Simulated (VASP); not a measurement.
These are LDA (Ceperley-Alder, Perdew-Zunger), VASP's LDA PAW potentials (set 64) (plane waves; VASP) values and carry that method's errors.

VASP input:

**INCAR**
```
ISMEAR  =  0
LREAL  =  .FALSE.   # projection in real space or not
ALGO  =  Normal   # blocked Davidson
ICHARG  =  11   # fixed density
LMAXMIX  =  4   # l cut-off of mixed one-centre charges
PREC  =  Accurate
LWAVE  =  .FALSE.
ENCUT  =  520   # plane-wave cut-off (eV)
LASPH  =  .TRUE.   # aspherical one-centre terms
LCHARG  =  .FALSE.
LORBIT  =  11   # lm-projected
SIGMA  =  0.05
SYSTEM  =  Tc
NELM  =  100   # most electronic steps
EDIFF  =  1E-7
```

### POSCAR
```
Tc
1
    1.3545853956    -2.3462111086     0.0000000000
    1.3545853956     2.3462111086    -0.0000000000
   -0.0000000000     0.0000000000     4.3321755432
Tc
2
Direct
  0.3333330000   0.6666670000   0.2500000000
  0.6666670000   0.3333330000   0.7500000000
```

### KPOINTS
```
k-points along high-symmetry lines
10
Line-mode
Reciprocal
  0.000000   0.000000   0.000000 ! GAMMA
 -0.000000   0.500000   0.000000 ! M

 -0.000000   0.500000   0.000000 ! M
 -0.333333   0.666667   0.000000 ! K

 -0.333333   0.666667   0.000000 ! K
  0.000000   0.000000   0.000000 ! GAMMA

  0.000000   0.000000   0.000000 ! GAMMA
  0.000000   0.000000   0.500000 ! A

  0.000000   0.000000   0.500000 ! A
 -0.000000   0.500000   0.500000 ! L

 -0.000000   0.500000   0.500000 ! L
 -0.333333   0.666667   0.500000 ! H

 -0.333333   0.666667   0.500000 ! H
  0.000000   0.000000   0.500000 ! A

 -0.000000   0.500000   0.500000 ! L
 -0.000000   0.500000   0.000000 ! M

 -0.333333   0.666667   0.500000 ! H
 -0.333333   0.666667   0.000000 ! K
```

POTCAR, in this order: Tc_pv (LDA.64 set). Program: vasp_std. Read from the step before: CHGCAR.

The run wrote:

OSZICAR:
```
       N       E                     dE             d eps       ncg     rms          rms(c)
DAV:   1     0.308428447897E+03    0.30843E+03   -0.17088E+04  3084   0.162E+03
DAV:   2    -0.153597170621E+02   -0.32379E+03   -0.32034E+03  3414   0.459E+02
DAV:   3    -0.234827321156E+02   -0.81230E+01   -0.78298E+01  3632   0.814E+01
DAV:   4    -0.235464476193E+02   -0.63716E-01   -0.63409E-01  3260   0.780E+00
DAV:   5    -0.235471631000E+02   -0.71548E-03   -0.71533E-03  3584   0.737E-01
DAV:   6    -0.235471751792E+02   -0.12079E-04   -0.12080E-04  3446   0.857E-02
DAV:   7    -0.235471755132E+02   -0.33398E-06   -0.33331E-06  3501   0.110E-02
DAV:   8    -0.235471755245E+02   -0.11351E-07   -0.11074E-07  2243   0.164E-03
   1 F= -.23547176E+02 E0= -.23544482E+02  d E =-.538668E-02
```

File OUTCAR:
```
 val. band max:       13.0700147920   @ k =   0.0000   0.1667   0.0000

 cond. band min:      13.0946381117   @ k =  -0.2963   0.6481   0.5000



 k-point     1 :       0.0000    0.0000    0.0000
  band No.  band energies     occupation
      1     -26.2086      2.00000
      2     -24.9346      2.00000
      3     -24.9346      2.00000
      4     -24.7189      2.00000
      5     -24.7189      2.00000
      6     -24.6691      2.00000
      7       5.7019      2.00000
      8       7.4918      2.00000
      9      11.5125      2.00000
     10      11.5125      2.00000
     11      11.6243      2.00000
     12      12.2869      2.00000
     13      12.2869      2.00000
     14      13.0062      1.97985
     15      13.0063      1.97981
     16      15.0401      0.00000
     17      15.8576      0.00000

 k-point     2 :       0.0000    0.0556    0.0000
  band No.  band energies     occupation
      1     -26.1942      2.00000
      2     -24.9676      2.00000
      3     -24.9454      2.00000
      4     -24.7532      2.00000
      5     -24.7233      2.00000
      6     -24.6752      2.00000
      7       5.8242      2.00000
      8       7.5924      2.00000
      9      11.2118      2.00000
     10      11.6176      2.00000
     11      11.8879      2.00000
     12      12.2197      2.00000
     13      12.3850      2.00000
     14      12.8608      2.00000
     15      12.9201      2.00000
     16      14.2167      0.00000
     17      15.9144      0.00000

 k-point     3 :       0.0000    0.1111    0.0000
  band No.  band energies     occupation
      1     -26.1517      2.00000
      2     -25.0624      2.00000
      3     -24.9760      2.00000
      4     -24.8507      2.00000
      5     -24.7364      2.00000
      6     -24.6938      2.00000
      7       6.1761      2.00000
      8       7.8680      2.00000
      9      10.8171      2.00000
     10      11.9285      2.00000
     11      11.9998      2.00000
     12      12.2655      2.00000
...
```

The density is held fixed in this step, so its total energy and stress have no physical meaning.

The compound is Tc in the hcp structure. It was relaxed first.
